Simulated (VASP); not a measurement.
The system is O2H2, in a box.

```
CELL_PARAMETERS angstrom
12.92245 0.00000 0.00000
0.00000 13.42245 0.00000
0.00000 0.00000 13.92245
ATOMIC_POSITIONS crystal
O 0.50014 0.52461 0.54689
O 0.49979 0.47950 0.44990
H 0.49879 0.46310 0.58450
H 0.50118 0.54100 0.41230
```

Base run:

| Property | Result |
| --- | --- |
| Program | VASP 6.6.1 |
| Functional | optB86b-vdW |
| Potentials or basis | VASP PAW PBE potentials, release 64 (O, H) |
| Cutoff | 400 eV |
| k mesh | 1 × 1 × 1 |
| Occupations | gaussian, width 0.01 eV |
| Spin | no spin polarisation |

Its results: gap between the frontier levels 4.02 eV; largest force 0.077 eV/Å.

The run is repeated on the same cell with these changes: functional from optB86b-vdW to LDA; potentials or basis from VASP PAW PBE potentials, release 64 (O, H) to VASP PAW LDA potentials, release 64 (O, H). What comes out?

Gap between the frontier levels 3.92 eV; largest force 0.796 eV/Å.

Caveats: the PAW data sets were made with another functional, which shifts forces and pressure a little (some runs).

A k mesh can miss the band edges.

Not every run made on this cell is shown here.
